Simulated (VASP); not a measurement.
Level of theory: PBE GGA, VASP's PBE PAW potentials (set 64) (plane waves; VASP).

A VASP calculation is set up with these files.

**INCAR**
```
! general
SYSTEM   =  PtSe2
PREC     =  Accurate
ENCUT    =  500   ! plane-wave cut-off (eV)
LREAL    =  .FALSE.   ! projection in real space or not
LASPH    =  .TRUE.   ! aspherical one-centre terms

! electronic loop
EDIFF    =  1E-6   ! SCF stop (eV)
NELM     =  100   ! most electronic steps
ALGO     =  Normal   ! blocked Davidson
LMAXMIX  =  6

! smearing
ISMEAR   =  0   ! Gaussian
SIGMA    =  0.05

! functional
GGA      =  PE

! ions
IBRION   =  2   ! conjugate gradients
NSW      =  40   ! most ionic steps
ISIF     =  3
EDIFFG   =  -0.02   ! ionic stop

! output
LWAVE    =  .FALSE.
LCHARG   =  .FALSE.
```

File POSCAR:
```
PtSe2
1
    1.8768380102    -3.2507790388     0.0000000000
    1.8768380102     3.2507790388     0.0000000000
   -0.0000000000     0.0000000000     6.1941736059
Pt Se
1 2
Direct
  0.0000000000   0.0000000000   0.0000000000
  0.3333330000   0.6666670000   0.2107674954
  0.6666670000   0.3333330000   0.7892325046
```

### KPOINTS
```
Automatic mesh
0
Gamma
7 7 4
0 0 0
```

POTCAR, in this order: Pt Se (PBE.64 set). Program: vasp_std.

The resulting files:

OSZICAR:
```
       N       E                     dE             d eps       ncg     rms          rms(c)
DAV:   1     0.117457699023E+03    0.11746E+03   -0.96528E+03   840   0.122E+03
DAV:   2    -0.948672758370E+01   -0.12694E+03   -0.12387E+03  1078   0.227E+02
DAV:   3    -0.150908958214E+02   -0.56042E+01   -0.55819E+01  1015   0.520E+01
DAV:   4    -0.151479101159E+02   -0.57014E-01   -0.57000E-01  1064   0.572E+00
DAV:   5    -0.151487040766E+02   -0.79396E-03   -0.79393E-03  1057   0.628E-01    0.121E+01
DAV:   6    -0.145228218822E+02    0.62588E+00   -0.50778E+00   854   0.231E+01    0.700E+00
DAV:   7    -0.143235849817E+02    0.19924E+00   -0.97517E-01   875   0.107E+01    0.352E+00
DAV:   8    -0.143063499761E+02    0.17235E-01   -0.75653E-02   980   0.194E+00    0.810E-01
DAV:   9    -0.143022487330E+02    0.41012E-02   -0.13004E-02   973   0.127E+00    0.202E-01
DAV:  10    -0.143025640023E+02   -0.31527E-03   -0.20406E-03  1015   0.324E-01    0.550E-02
DAV:  11    -0.143025794883E+02   -0.15486E-04   -0.63478E-05  1085   0.784E-02    0.273E-02
DAV:  12    -0.143025894715E+02   -0.99833E-05   -0.28284E-05   938   0.396E-02    0.283E-03
DAV:  13    -0.143025900974E+02   -0.62582E-06   -0.14933E-06   897   0.907E-03
   1 F= -.14302590E+02 E0= -.14302590E+02  d E =-.143026E+02
```

### OUTCAR
```
------------------------ aborting loop because EDIFF is reached ----------------------------------------
  FORCE on cell =-STRESS in cart. coord.  units (eV):
  Direction    XX          YY          ZZ          XY          YZ          ZX
  --------------------------------------------------------------------------------------
  Total        0.0036222      0.0036222      0.0458679      0.0000000      0.0000000      0.0000000
  in kB        0.0767807      0.0767807      0.9722814      0.0000000      0.0000000      0.0000000
  external PRESSURE =       0.3752809 kB  Pullay stress =       0.0000000 kB
  volume of cell :       75.58
      direct lattice vectors                 reciprocal lattice vectors
     1.876838010 -3.250779039  0.000000000     0.266405517 -0.153809285  0.000000000
     1.876838010  3.250779039  0.000000000     0.266405517  0.153809285  0.000000000
     0.000000000  0.000000000  6.194173606     0.000000000  0.000000000  0.161442036
 POSITION                                       TOTAL-FORCE (eV/Angst)
 -----------------------------------------------------------------------------------
      0.00000      0.00000      0.00000        -0.000000     -0.000000      0.000000
      1.87684      1.08360      1.30553        -0.000000      0.000000     -0.008588
      1.87684     -1.08360      4.88864         0.000000      0.000000      0.008588
 -----------------------------------------------------------------------------------
    total drift:                               -0.000000     -0.000000      0.000000
  FREE ENERGIE OF THE ION-ELECTRON SYSTEM (eV)
  ---------------------------------------------------
  free  energy   TOTEN  =       -14.3025900974 eV

  energy  without entropy=      -14.3025900974  energy(sigma->0) =      -14.30259010

 reached required accuracy - stopping structural energy minimisation
```
(Selected blocks of OUTCAR.)

Without a dispersion term in the relaxation, distances and binding between the weakly bound layers, chains or molecules are unreliable, and so is what depends on them.

The compound is PtSe2 in the 1T layered structure. It was relaxed first, which changed the volume by +23 %.
